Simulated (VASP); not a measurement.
Consider the following.

```
CELL_PARAMETERS angstrom
     -1.43500     1.43500     1.43500
      1.43500    -1.43500     1.43500
      1.43500     1.43500    -1.43500
ATOMIC_POSITIONS crystal
  Fe 0.00000 0.00000 0.00000
```
Starting moments (μB, in the order of the record's atoms Fe): 2.5.

Calculation: PBE GGA, VASP's PBE PAW potentials (set 64) (plane waves; VASP). Run with 300 eV cut-off, 11×11×11 Γ-centred mesh, Fermi-Dirac smearing of 0.10 eV, potentials Fe.

Task: Give the spin-up energies of bands 1 to 6 at the high-symmetry points, in eV from the Fermi level.

Result: 
```csv
band,Γ,H,N,P
1,-8.19,-4.60,-4.70,-3.09
2,-2.22,-4.60,-3.24,-3.09
3,-2.22,0.06,-1.02,-3.09
4,-2.22,0.06,-0.90,-0.87
5,-1.08,0.06,0.31,-0.87
6,-1.08,9.67,0.55,8.38
```

Task: Give the spin-down energies of bands 1 to 6 at the high-symmetry points, in eV from the Fermi level.

Result: 
```csv
band,Γ,H,N,P
1,-8.03,-2.73,-3.38,-1.63
2,-0.22,-2.73,-1.44,-1.63
3,-0.22,2.34,0.64,-1.63
4,-0.22,2.34,1.59,2.02
5,1.73,2.34,1.97,2.02
6,1.73,9.94,2.63,9.28
```

It has no gap at this level: it comes out as a metal or semimetal.

The structure is a typed Fe crystal (Im-3m). The cell was not relaxed at this level.
